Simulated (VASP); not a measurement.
A convergence study with VASP on CdTe (zinc blende): one setting is varied, all else stays as given below, so the limit is that of these other settings. Each run relaxes cell and ions from the cell shown. The basis is that of the starting cell, so low cut-offs carry a Pulay error.

```xyz
2
Lattice="0.0000 3.2400 3.2400 3.2400 0.0000 3.2400 3.2400 3.2400 0.0000" Properties=species:S:1:pos:R:3 pbc="T T T"
Cd     0.0000     0.0000     0.0000
Te     1.6200     1.6200     1.6200
```

Method: PBEsol GGA, VASP's PBE PAW potentials (set 64) (plane waves; VASP). The tightest run used: 700 eV cut-off, 6×6×6 Γ-centred mesh, Gaussian smearing of 0.050 eV, potentials Cd Te.

Unless said otherwise, spin-orbit coupling is left out, though it shifts the bands of the heavy elements here. Gaps are read on the run's mesh, which can miss a band edge.

Question: The settings run are ENCUT = 200; ENCUT = 250; ENCUT = 300; ENCUT = 350; ENCUT = 400; ENCUT = 450; ENCUT = 500; ENCUT = 550; ENCUT = 600; ENCUT = 650; ENCUT = 700. From which on does the relaxed volume stay within 0.1 Å³/atom of the tightest run?

Answer: From ENCUT = 450 on: it is off by 0.071 there and by no more than 0.1 in any finer run, while ENCUT = 400 is off by 0.214.
```json
[
 {"setting": "ENCUT = 200", "relaxed volume (Å³/atom)": "27.905", "E (eV/atom)": "-3.1122", "gap on the mesh (eV)": "1.254", "plane waves": "447", "difference judged (Å³/atom)": "6.388"},
 {"setting": "ENCUT = 250", "relaxed volume (Å³/atom)": "32.510", "E (eV/atom)": "-2.7493", "gap on the mesh (eV)": "0.793", "plane waves": "624", "difference judged (Å³/atom)": "1.783"},
 {"setting": "ENCUT = 300", "relaxed volume (Å³/atom)": "34.275", "E (eV/atom)": "-2.7421", "gap on the mesh (eV)": "0.633", "plane waves": "821", "difference judged (Å³/atom)": "0.019"},
 {"setting": "ENCUT = 350", "relaxed volume (Å³/atom)": "34.079", "E (eV/atom)": "-2.7411", "gap on the mesh (eV)": "0.652", "plane waves": "1020", "difference judged (Å³/atom)": "0.215"},
 {"setting": "ENCUT = 400", "relaxed volume (Å³/atom)": "34.080", "E (eV/atom)": "-2.7412", "gap on the mesh (eV)": "0.654", "plane waves": "1258", "difference judged (Å³/atom)": "0.214"},
 {"setting": "ENCUT = 450", "relaxed volume (Å³/atom)": "34.223", "E (eV/atom)": "-2.7416", "gap on the mesh (eV)": "0.643", "plane waves": "1488", "difference judged (Å³/atom)": "0.071"},
 {"setting": "ENCUT = 500", "relaxed volume (Å³/atom)": "34.302", "E (eV/atom)": "-2.7418", "gap on the mesh (eV)": "0.637", "plane waves": "1759", "difference judged (Å³/atom)": "0.009"},
 {"setting": "ENCUT = 550", "relaxed volume (Å³/atom)": "34.291", "E (eV/atom)": "-2.7418", "gap on the mesh (eV)": "0.637", "plane waves": "2012", "difference judged (Å³/atom)": "0.003"},
 {"setting": "ENCUT = 600", "relaxed volume (Å³/atom)": "34.270", "E (eV/atom)": "-2.7417", "gap on the mesh (eV)": "0.639", "plane waves": "2285", "difference judged (Å³/atom)": "0.023"},
 {"setting": "ENCUT = 650", "relaxed volume (Å³/atom)": "34.277", "E (eV/atom)": "-2.7418", "gap on the mesh (eV)": "0.639", "plane waves": "2637", "difference judged (Å³/atom)": "0.017"},
 {"setting": "ENCUT = 700", "relaxed volume (Å³/atom)": "34.294", "E (eV/atom)": "-2.7420", "gap on the mesh (eV)": "0.637", "plane waves": "2884", "difference judged (Å³/atom)": "0.000"}
]
```

Left out are rungs that failed or repeat a setting and relaxations that didn't move; long series are thinned to 24 rows.

The compound is CdTe in the zinc blende structure.
